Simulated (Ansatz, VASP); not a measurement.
One calculation of Si, two programs

```
Si
1.0
     0.00000    2.65320    2.65320
     2.65320    0.00000    2.65320
     2.65320    2.65320    0.00000
Si
2
Direct
  0.75000 0.75000 0.75000
  0.50000 0.50000 0.50000
```

Alike in both runs: functional PBEsol; k mesh 12 × 12 × 12; occupations gaussian, width 0.02 eV; no spin polarisation.

Ansatz relaxed the structure, and its values are those at the end. VASP's run is a single point on that final structure, the one shown.

```csv
,VASP,Ansatz
version,VASP 6.6.1,Ansatz 0.2.0
potentials or method,"VASP PAW PBE potentials, release 64 (Si)","scalar-relativistic, plane waves, PAW"
plane-wave cutoff (eV),520,420
valence electrons in the cell,8,8
```

```tsv
	VASP	Ansatz	Ansatz less VASP
gap on the k mesh at the Fermi level (eV)	0.32	0.33	+0.006
least direct gap on the mesh (eV)	2.54	2.54	+0.003
pressure (GPa)	7.9	7.7	-0.14
```

With one functional, cell and mesh, what is left measures potentials, basis and numerics.

Caveats: the PAW data sets were made with another functional, which shifts forces and pressure a little (VASP). A hybrid or GW would open this gap; PBEsol tends to underestimate it. A k mesh can miss the band edges.
